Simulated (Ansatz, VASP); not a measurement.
# Two plane-wave programs on HgSb

INCAR

```
PREC = Accurate
ENCUT = 600
EDIFF = 1E-6
ISMEAR = -1
SIGMA = 0.15
LREAL = F
LASPH = T
NELM = 60
ALGO = Normal
ISIF = 3
LWAVE = F
LCHARG = F
GGA = PE
IBRION = 2
NSW = 80
EDIFFG = -0.001
```

Contents of KPOINTS:

```
regular mesh
0
Gamma
  12 12 12
```

POSCAR

```
HgSb
1.0
    3.7463403117      0.0000000000      0.0000000000
    0.0000000000      3.7463403117      0.0000000000
    0.0000000000      0.0000000000      3.7463403117
Hg Sb
1 1
Direct
    0.0000000000      0.0000000000      0.0000000000
    0.5000000000      0.5000000000      0.5000000000
```

Input for Ansatz:

```yaml
crystal:
  lattice:
    - [3.7463403117, 0.0, 0.0]
    - [0.0, 3.7463403117, 0.0]
    - [0.0, 0.0, 3.7463403117]
  atoms:
    - { symbol: Hg, position: [0.0, 0.0, 0.0] }
    - { symbol: Sb, position: [0.5, 0.5, 0.5] }
basis:
  ecutwfc: 420
kpoints:
  mp_grid: { grid: [12, 12, 12] }
hamiltonian:
  xc: pbe
scf:
  occupations: { method: fermi_dirac, width: 0.15 }
output:
  forces: true
  stress: true
  eigenvalues: true
relax:
  adjacent_minimum: "off"
  f_tol: 0.001
  max_steps: 60
  cell: { stress_tol: 0.01 }
```

Alike in both runs: task relaxation of cell and atoms; functional PBE; k mesh 12 × 12 × 12; occupations fermi-dirac, width 0.15 eV; no spin polarisation.

|  | VASP | Ansatz |
| --- | --- | --- |
| version | VASP 6.6.1 | Ansatz 0.2.0 |
| potentials or method | VASP PAW PBE potentials, release 64 (Hg, Sb) | scalar-relativistic, plane waves, PAW |
| plane-wave cutoff (eV) | 600 | 420 |
| valence electrons in the cell | 17 | 35 |

|  | VASP | Ansatz | Ansatz less VASP |
| --- | --- | --- | --- |
| gap on the k mesh at the Fermi level, each at its own relaxed structure (eV) | none | none | - |
| relaxed volume (Å³/atom) | 26.37 | 26.37 | -0.006 |
| relaxed cell length with the largest relative difference (Å) | 3.750 | 3.750 | -0.0003 |

A gap of «none» marks a metal or a gap that the smearing closes. The two sets of potentials don't hold the same shells in valence.

Spin-orbit coupling is left out, which matters for the levels of Hg, Sb.
